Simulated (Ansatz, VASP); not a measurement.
# Ga2O3 in two plane-wave programs, part 2 of 2

Aim: how closely do two programs agree when they are given the same cell, functional and k mesh? The cell is taken from a series of runs on this material, whose earlier steps may have relaxed, scaled, displaced or heated it; both programs get it as it stands.

VASP 6.6.1 and Ansatz 0.2.0.

So far. Step 2 (VASP: single point, r2SCAN): The run ends at a pressure of 1.46 GPa, with forces up to 0.083 eV/Å.

## 3. Ansatz: single point, r2SCAN

Level of this step: Ansatz beside VASP: Kohn-Sham DFT, plane waves, r2SCAN (Ansatz).

Ansatz runs on its default PAW (the set named soft_2) files.

The same cell, functional, mesh and smearing now go to Ansatz, which takes its cutoff from its data sets.

input.yaml

```yaml
crystal:
  lattice:
    - [6.1277229278, -1.5198155994, 0.001877649]
    - [6.1277229278, 1.5198155994, 0.001877649]
    - [-1.3889609882, 0.0, 5.6402654905]
  atoms:
    - { symbol: Ga, position: [0.0904652023, 0.0904652023, 0.7946077346] }
    - { symbol: Ga, position: [0.9095347977, 0.9095347977, 0.2053922654] }
    - { symbol: Ga, position: [0.6587867822, 0.6587867822, 0.314289123] }
    - { symbol: Ga, position: [0.3412132178, 0.3412132178, 0.685710877] }
    - { symbol: O, position: [0.1641660412, 0.1641660412, 0.109080794] }
    - { symbol: O, position: [0.8358339588, 0.8358339588, 0.890919206] }
    - { symbol: O, position: [0.1733518831, 0.1733518831, 0.5635267302] }
    - { symbol: O, position: [0.8266481169, 0.8266481169, 0.4364732698] }
    - { symbol: O, position: [0.4962990354, 0.4962990354, 0.2562464097] }
    - { symbol: O, position: [0.5037009646, 0.5037009646, 0.7437535903] }
kpoints:
  mp_grid: { grid: [8, 8, 4] }
  band_path:
    path:
      - [[0.0, 0.0, 0.0], [-0.2663944, 0.2663944, 0.0]]
      - [[-0.7336056, -0.2663944, 0.0], [-0.5, -0.5, 0.0], [0.0, 0.0, 0.0], [-0.5, -0.5, 0.5], [-0.74186107, -0.25813893, 0.5]]
      - [[-0.25813893, 0.25813893, 0.5], [0.0, 0.0, 0.5], [0.0, 0.0, 0.0]]
      - [[-0.5, 0.0, 0.5], [0.0, 0.0, 0.0], [-0.5, 0.0, 0.0]]
    npoints: 10
hamiltonian:
  xc: r2scan
scf:
  occupations: { method: fermi_dirac, width: 0.02 }
  n_extra_bands: 7
output:
  eigenvalues: true
  forces: true
  stress: true
  write_density: true
  write_potential: true
  elf: true
  volumetric_format: npy
```

Command:

```bash
ansatz run input.yaml --threads 3 --pin off --max-ram 92160MiB --backend cuda --events-out ev --progress --plain --runs-dir out --devices 1 --max-vram 13GiB
```

Numbers of over 12 decimals in the logs are rounded to 6 here.

Output:

```text
basis.fft_grid_basis auto: the FFT boxes are laid along the combinations [[1, -1, 0], [0, 1, 0], [0, 0, 1]] of the cell's own vectors, 3.040, 6.313 and 5.809 Å long. The dense box has 24×48×45 points. Along the cell's own vectors, as sized, it would have 48×48×45, 2.00 times as many. Of the 4 symmetry operations that the crystal satisfies within crystal.symmetry.tolerance (time reversal apart; of a slab, those that k [...]
scf.n_extra_bands = 7 over 44 filled bands (N_el = 88.0): the run solves 51 bands
GPUs: using 1 of 1 available (devices: 1).
Engine: ansatz 0.2.0, x86_64-unknown-linux-gnu
Pseudopotentials: kind: paw
Pseudopotential: Ga, paw, valence charge 13, recommended cutoff 500 eV (meta_gga), Ga.paw.azcp
Pseudopotential: O, paw, valence charge 6, recommended cutoff 500 eV (meta_gga), O.paw.azcp
Functional definition: r2SCAN
  parameter k0 = 0.174
  parameter k1 = 0.065
  parameter a1 = 4.9479
  exchange = r2scan_x(k0 = k0, k1 = k1, a1 = a1)
  correlation = r2scan_c
device memory: the entry about to start is reckoned to put 4.1 GiB on a device that reports 53.1 GiB free (of which the cap on the GPU budget leaves the run 13.0 GiB)
GPU FFT provider: cuFFT
GPU libraries: cuBLAS 13.8.2, cuFFT 12.4.0, cuSOLVER 12.3.4
Crystal: 10 atoms, lattice volume = 105.064 Å³
Basis set: ecut = 500 eV, 2667 PW (Γ), FFT grids on a1−a2, a2, a3, exchange–correlation on 96×192×180 points (64 copies of the dense FFT grid, shifted against one another)
Bands: 51, of which v1, the nominal top of the filled ones, is band 44 counted from 1 (43 counted from 0)
Symmetry: 4 space group operations
Space group: C2/m (ITA 12), of the structure as read, at distance tolerance 4.7e-5 Å
k-points: 78 of 256
Non-local potential: Ga, projectors of the file, l = 0: 2, l = 1: 2, l = 2: 3, l = 3: 1
Non-local potential: O, projectors of the file, l = 0: 2, l = 1: 2, l = 2: 1
PAW form: soft (Blöchl's): semilocal exchange-correlation on the pseudo side does not see the compensation charge
PAW frozen core: Ga, regenerated for the run's functional (the file was generated under x = pbe(κ = 0.804, μ = 0.219515), c = pbe(β = 0.066725))
PAW frozen core: O, regenerated for the run's functional (the file was generated under x = pbe(κ = 0.804, μ = 0.219515), c = pbe(β = 0.066725))
PAW one-centre angular grid: Ga, 590 points (default); XC on 160 Gauss nodes
PAW one-centre angular grid: O, 302 points (default); XC on 160 Gauss nodes
Initial density: superposition of atomic densities (neutral atoms: chi_scale 0, normalization atom), corrected by the library's trained network
Initial wavefunctions: pseudopotential atomic-orbital guess
GPU buffer pool allocated for 51840 grid points (all kernels)
GPU transforms: local potential and band sums: pruned to the plane-wave sphere, on 24×48×45
Functional: x = r2scan, c = r2scan; τ floored in thin density (d = 2e-4 eV/Å³)
SCF iter   1: F=—  HF=-18577.676615 eV  |F-HF|=—  |Δ(HF+E_count)|=         —  Δρ=1.36e-2  dr2=8.61e-2  dr2_τ=3.97e-1  ethr=1.77e-3  ⟨swp⟩=6.9  Hψ=14451  notcnv=0  defer=1
preconditioner: auto → Resta (q_TF=auto, 2.649 Å⁻¹)  ε∞=4.6  [insulator: Δε(μ)=3.043 eV  Ē_g=17.908 eV  σ=0.020 eV  W_gap=1.00  n_scr=34 (ndim 8)  ℏωp=34.0 eV  f_vac=0.015  D(μ)=0.00/eV (n_scr^D=0)  ε∞_Penn≈4.6]
SCF iter   2: F=—  HF=-18577.842708 eV  |F-HF|=—  |Δ(HF+E_count)|=   1.66e-1  Δρ=6.74e-3  dr2=2.61e-2  dr2_τ=1.00e-3  ethr=9.79e-5  ⟨swp⟩=3.0  Hψ=8794  notcnv=0  defer=164
SCF iter   3: F=—  HF=-18577.842339 eV  |F-HF|=—  |Δ(HF+E_count)|=   3.68e-4  Δρ=3.48e-3  dr2=4.35e-3  dr2_τ=4.96e-4  ethr=2.97e-5  ⟨swp⟩=3.0  Hψ=7464  notcnv=0  defer=164
SCF iter   4: F=—  HF=-18577.841967 eV  |F-HF|=—  |Δ(HF+E_count)|=   3.72e-4  Δρ=5.07e-4  dr2=1.84e-4  dr2_τ=5.59e-5  ethr=4.94e-6  ⟨swp⟩=2.0  Hψ=7160  notcnv=0  defer=164
SCF iter   5: F=—  HF=-18577.841900 eV  |F-HF|=—  |Δ(HF+E_count)|=   6.69e-5  Δρ=1.58e-4  dr2=1.45e-5  dr2_τ=1.88e-6  ethr=2.09e-7  ⟨swp⟩=2.0  Hψ=5752  notcnv=0  defer=164
SCF iter   6: F=—  HF=-18577.842233 eV  |F-HF|=—  |Δ(HF+E_count)|=   3.33e-4  Δρ=4.94e-5  dr2=1.96e-6  dr2_τ=2.57e-7  ethr=1.65e-8  ⟨swp⟩=2.0  Hψ=7246  notcnv=0  defer=164
SCF iter   7: F=—  HF=-18577.842232 eV  |F-HF|=—  |Δ(HF+E_count)|=   6.12e-7  Δρ=1.35e-5  dr2=1.72e-7  dr2_τ=1.15e-8  ethr=2.22e-9  ⟨swp⟩=2.0  Hψ=7185  notcnv=0  defer=164
SCF iter   8: F=-18577.842233 eV  HF=-18577.842233 eV  |F-HF|=1.49e-8  |Δ(HF+E_count)|=   1.27e-7  Δρ=5.00e-6  dr2=2.65e-8  dr2_τ=1.80e-9  ethr=1.14e-10  ⟨swp⟩=15.0  Hψ=35959  notcnv=0
SCF 1 converged in 8 iterations: F = -18577.842233 eV  dr2 = 2.65e-8
  greatest PAW one-centre occupation: 0.997 electrons in one spin orbital (limit 2), on the Ga atom at site 3 (counted from 0), in its partial waves of l = 2
device memory: the entry about to start is reckoned to put 2.6 GiB on a device that reports 54.8 GiB free (of which the cap on the GPU budget leaves the run 13.0 GiB)
NSCF: frozen V_eff on 94 k-points
SCF converged after 8 iterations
Free energy (F): -18577.842233 eV
Harris-Foulkes:  -18577.842233 eV  (|F-HF|=1.49e-8)
Internal energy: -18577.842233 eV  (E = F + TS)
E sigma→0 (E₀):  -18577.842233 eV
Fermi energy:    9.223159 eV
--- Per-component energies (eV) ---
  E_band       = -158.760207
  E_kinetic    = 1524.503867
  E_local      = -9129.934657  (includes V_loc(G=0)·N_el)
  E_nonlocal   = 2029.595345
  E_hartree    = 4110.375574
  E_xc         = -683.877715
  E_vxc        = -863.103661  (∫ρ·V_xc dr)
  E_paw        = -9017.158970  (= ΣΔE_a)
  E_vpaw       = -1992.302602  (= ΣTr[D̂ρ^β])
  E_aug_tail   = 0.005974  (compensation charges beyond the density's cutoff)
  E_vtau       = 51.718823  (kinetic-family band-sum trace: ∫τ·v_τ [+ j·A + Jᵃ·Aᵃ] dr)
  E_ewald      = -7408.547726
  E_core_change = -2.803925  (= ΣΔE_core)
  E_smearing   = -0.000000  (= −TS)
  E_closure    = 0.000000  (closes the sum)
  Σ components = -18577.842233   (vs F -18577.842233, Δ=0.00e0)
--- Forces (eV/Å), atoms counted from 1 ---
  atom   1  Ga     0.00125194     0.00000000     0.00726101
  atom   2  Ga    -0.00125194    -0.00000000    -0.00726101
  atom   3  Ga    -0.00831095     0.00000000     0.00530280
  atom   4  Ga     0.00831095    -0.00000000    -0.00530280
  atom   5  O      0.00191787    -0.00000000    -0.00587438
  atom   6  O     -0.00191787     0.00000000     0.00587438
  atom   7  O      0.00075785     0.00000000    -0.00290583
  atom   8  O     -0.00075785    -0.00000000     0.00290583
  atom   9  O      0.00568014     0.00000000     0.00276974
  atom  10  O     -0.00568014    -0.00000000    -0.00276974
  max |Σ_I F_I| component: 8.67e-19 eV/Å
--- Stress (GPa, compression-positive) ---
       -0.017774       0.000000       0.001653
        0.000000      -0.028506      -0.000000
        0.001659      -0.000000      -0.039190
  P = ⅓ Tr σ = -0.0285 GPa (-0.285 kbar)
--- Band table (eV; the first three rows and the last of 78) ---
  k-point 0: bands = [... 40 lower, 7.0194, 7.2082, 7.4122, 7.6650, 10.7157, 14.0975, 15.1377, 15.2351, ... 3 higher]
  k-point 1: bands = [... 40 lower, 7.0395, 7.1432, 7.2181, 7.4287, 11.6224, 14.2592, 14.9567, 15.3665, ... 3 higher]
  k-point 2: bands = [... 40 lower, 7.0349, 7.0560, 7.2128, 7.3840, 13.1037, 13.2326, 15.1794, 15.6995, ... 3 higher]
  k-point 77: bands = [... 40 lower, 7.0646, 7.0928, 7.0947, 7.6802, 13.5540, 13.6715, 14.6421, 14.9971, ... 3 higher]
```

In the SCF lines HF is the Harris–Foulkes energy and dr2 the Hartree energy of the density residual, in eV; the loop may stop once dr2 is under the threshold and the program's other checks hold. Hψ counts applications of the Hamiltonian.

## 4. Comparison

Known differences besides the potentials themselves: VASP keeps PBE cores, Ansatz makes them for the functional; the cutoff is 500 eV in Ansatz and 660 eV in VASP. Total energies have different zeros and are not compared.

Compared:

```csv
quantity,Ansatz,VASP,difference
pressure (GPa),-0.03,1.46,-1.49
gap on the k mesh (eV),3.031,3.013,+0.017
```

Forces (eV/Å; atoms numbered as in POSCAR):

```csv
atom,"Ansatz x, y, z","VASP x, y, z"
Ga1,"0.001, 0.000, 0.007","0.028, 0.000, 0.004"
Ga2,"-0.001, 0.000, -0.007","-0.028, 0.000, -0.004"
Ga3,"-0.008, 0.000, 0.005","-0.008, 0.000, 0.055"
Ga4,"0.008, 0.000, -0.005","0.008, 0.000, -0.055"
O5,"0.002, 0.000, -0.006","0.061, 0.000, 0.023"
O6,"-0.002, 0.000, 0.006","-0.061, 0.000, -0.023"
O7,"0.001, 0.000, -0.003","0.024, 0.000, -0.055"
O8,"-0.001, 0.000, 0.003","-0.024, 0.000, 0.055"
O9,"0.006, 0.000, 0.003","0.077, 0.000, 0.030"
O10,"-0.006, 0.000, -0.003","-0.077, 0.000, -0.030"
```

The forces differ by 33 meV/Å r.m.s., where the r.m.s. force is 0.004 eV/Å in Ansatz and 0.035 eV/Å in VASP: the atoms lie near their places of rest in Ansatz, so a percentage would say little (all taken over all components). A gap on the mesh is an upper bound, since the band edges may lie between its points.

## 5. Outcome

```
r.m.s. force difference (single point, r2SCAN) : 33 meV/Å
difference in pressure (single point, r2SCAN)  : -1.5 GPa
```

**Reading.** The r.m.s. force difference is 33 meV/Å (single point, r2SCAN), beyond the 12 meV/Å picked in this series as the mark of a large difference. By the marks of this series, far apart in the single point, r2SCAN pair: the r.m.s. force difference, 33 meV/Å and the difference in pressure, -1.5 GPa. What causes the difference of the single point, r2SCAN pair stays open here. Such differences can come from data sets, numerical settings and the points named under the comparisons, not from the functional's error against experiment.

[Lines on the potential files, build, host, timing and source positions are cut from VASP's logs without a mark.]

[Logs are printed without paths, hosts, clocks, repeated set-up lines and the standing remarks that a program may print on its own settings, such as how far it seeks lower states.]

[Hosts, paths, dates, database ids (printed as entryN), source tags and the programs' standing remarks are cut or masked in the printed files.]
